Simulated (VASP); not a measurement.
An input for Quantum ESPRESSO's pw.x (written as the equivalent of a VASP run, and not itself run):

```
&CONTROL
  calculation = 'scf'
  pseudo_dir = './pseudo'
  outdir = './out'
  tprnfor = .true.
  tstress = .true.
/
&SYSTEM
  ibrav = 0
  nat = 2
  ntyp = 2
  ecutwfc = 70
  occupations = 'smearing'
  smearing = 'methfessel-paxton'
  degauss = 0.00735
  input_dft = 'vdw-df2'
/
&ELECTRONS
  conv_thr = 7.3e-09
  electron_maxstep = 100
/
ATOMIC_SPECIES
  In 114.818 In.upf
  P 30.974 P.upf
CELL_PARAMETERS angstrom
     0.0000000    3.0530453    3.0530453
     3.0530453    0.0000000    3.0530453
     3.0530453    3.0530453    0.0000000
ATOMIC_POSITIONS crystal
  In   0.0000000  0.0000000  0.0000000
  P    0.2500000  0.2500000  0.2500000
K_POINTS automatic
  10 10 10 0 0 0
```

**Question.** Write the VASP files for the same calculation (vdW-DF2).

**Answer.** Several could match; the one computed here: 
**POSCAR**
```
InP
1
    0.0000000000     3.0530453379     3.0530453379
    3.0530453379     0.0000000000     3.0530453379
    3.0530453379     3.0530453379     0.0000000000
In P
1 1
Direct
  0.0000000000   0.0000000000   0.0000000000
  0.2500000000   0.2500000000   0.2500000000
```

### KPOINTS
```
K-points
0
gamma
  10 10 10
```

### INCAR
```
! general
SYSTEM    =  InP
PREC      =  Accurate
ENCUT     =  520   ! plane-wave cut-off (eV)
LREAL     =  .FALSE.   ! projection in real space or not
LASPH     =  .TRUE.   ! aspherical one-centre terms

! electronic loop
EDIFF     =  1E-7   ! SCF stop (eV)
NELM      =  100   ! most electronic steps
ALGO      =  Normal   ! blocked Davidson
LMAXMIX   =  4   ! l cut-off of mixed one-centre charges

! smearing
ISMEAR    =  1
SIGMA     =  0.1   ! width (eV)

! functional
GGA       =  ML
LUSE_VDW  =  .TRUE.
AGGAC     =  0.0
ZAB_VDW   =  -1.8867

! ions
ISIF      =  2

! output
LWAVE     =  .FALSE.
LCHARG    =  .FALSE.
```

POTCAR, in this order: In_d P (PBE.64 set). Program: vasp_std.

What does not carry over: the potentials are each code's own (VASP's PAW set, PseudoDojo norm-conserving files in pw.x), so ENCUT and ecutwfc are chosen apart and not converted; conv_thr bounds pw.x's estimated SCF error, while EDIFF bounds the energy change between steps.

The compound is InP in the zinc blende structure. It was relaxed first, which changed the volume by +13 %.
